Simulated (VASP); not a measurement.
Data:

```yaml
crystal:
  lattice:
    - [2.81479, 0.00000, 0.00000]
    - [0.00000, 2.81479, 0.00000]
    - [0.00000, 0.00000, 2.81479]
  atoms:
    - { symbol: Cr, position: [0.00000, 0.00000, 0.00000] }
    - { symbol: Cr, position: [0.50000, 0.50000, 0.50000] }
```

Computed with vdW-DF-cx, VASP's PBE PAW potentials (set 64) (plane waves; VASP 6.6.1). Numerical set-up: 520 eV cut-off, 14×14×14 Γ-centred mesh, tetrahedra with Blöchl corrections, potentials Cr_pv.

### Question
What does the run give for the energy per atom (σ→0), band gap (on the k-mesh) with the smallest direct gap where there is one?

### Answer

```
Property                                                    Result
------------------------  ----------------------------------------
band gap (on the k-mesh)  none (metal, semimetal or under 0.01 eV)
energy per atom (σ→0)                               -6.923 eV/atom
```

The compound is Cr in the bcc, AFM order structure. It was relaxed first, which changed the volume by -7 %. The run is not spin-polarised, so no magnetic state was tried.
